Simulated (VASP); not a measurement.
```xyz
6
Lattice="4.8903 0.0000 0.0000 0.0000 5.5453 0.0000 0.0000 0.0000 2.6706" Properties=species:S:1:pos:R:3 pbc="T T T"
Fe     2.4452     2.7727     1.3353
Fe     0.0000     0.0000     0.0000
P      1.6044     4.8066     1.3353
P      3.2859     0.7387     1.3353
P      4.0496     3.5114     0.0000
P      0.8407     2.0339     0.0000
```

Computed with LDA (Ceperley-Alder, Perdew-Zunger), VASP's LDA PAW potentials (set 64) (plane waves; VASP). Settings: 400 eV cut-off, 5×5×9 Γ-centred mesh, tetrahedra with Blöchl corrections, potentials Fe P.

The cores are frozen, which limits the accuracy of field gradients.

Q: Give the principal components of the electric field gradient (V/Å²) and the asymmetry η at each nucleus.

A: 
```json
[
 {"atom": "Fe1", "Vxx": "-107.2", "Vyy": "-6.4", "Vzz": "113.6", "η": "0.89"},
 {"atom": "Fe2", "Vxx": "-107.2", "Vyy": "-6.4", "Vzz": "113.6", "η": "0.89"},
 {"atom": "P3", "Vxx": "68.3", "Vyy": "10.0", "Vzz": "-78.3", "η": "0.74"},
 {"atom": "P4", "Vxx": "68.3", "Vyy": "10.0", "Vzz": "-78.3", "η": "0.74"},
 {"atom": "P5", "Vxx": "68.3", "Vyy": "10.0", "Vzz": "-78.3", "η": "0.74"},
 {"atom": "P6", "Vxx": "68.3", "Vyy": "10.0", "Vzz": "-78.3", "η": "0.74"}
]
```

The structure comes from a computed database's FeP2 entry (Pnnm); how it stands against other phases isn't given here. It was relaxed first. The run is not spin-polarised, so no magnetic state was tried.
